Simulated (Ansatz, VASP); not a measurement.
## One calculation of ZrCdF4, two programs

```
CELL_PARAMETERS angstrom
0.00000 3.32061 3.32061
3.32061 0.00000 3.32061
3.32061 3.32061 0.00000
ATOMIC_POSITIONS crystal
Zr 0.00000 0.00000 0.00000
Cd 0.75000 0.75000 0.75000
F 0.37432 0.37432 0.87705
F 0.37432 0.37432 0.37432
F 0.87705 0.37432 0.37432
F 0.37432 0.87705 0.37432
```

Change from the starting cell: species swapped into the LuNi4Sn type (F-43m, No. 216).

Alike in both runs: functional PBE; k mesh 10 × 10 × 10; occupations gaussian, width 0.02 eV; no spin polarisation.

Ansatz relaxed the structure, and its values are those at the end. VASP's run is a single point on that final structure, the one shown.

```csv
,VASP,Ansatz
version,VASP 6.6.1,Ansatz 0.2.0
potentials or method,"VASP PAW PBE potentials, release 64 (Zr_sv, Cd, F)","scalar-relativistic, plane waves, PAW"
plane-wave cutoff (eV),520,420
valence electrons in the cell,52,60
```

```tsv
	VASP	Ansatz	Ansatz less VASP
gap on the k mesh at the Fermi level (eV)	0.59	0.60	+0.006
least direct gap on the mesh (eV)	0.79	0.79	+0.006
pressure (GPa)	0.1	0.0	-0.07
```

With one functional, cell and mesh, what is left measures potentials, basis and numerics. The two sets of potentials don't hold the same shells in valence.

A k mesh can miss the band edges.
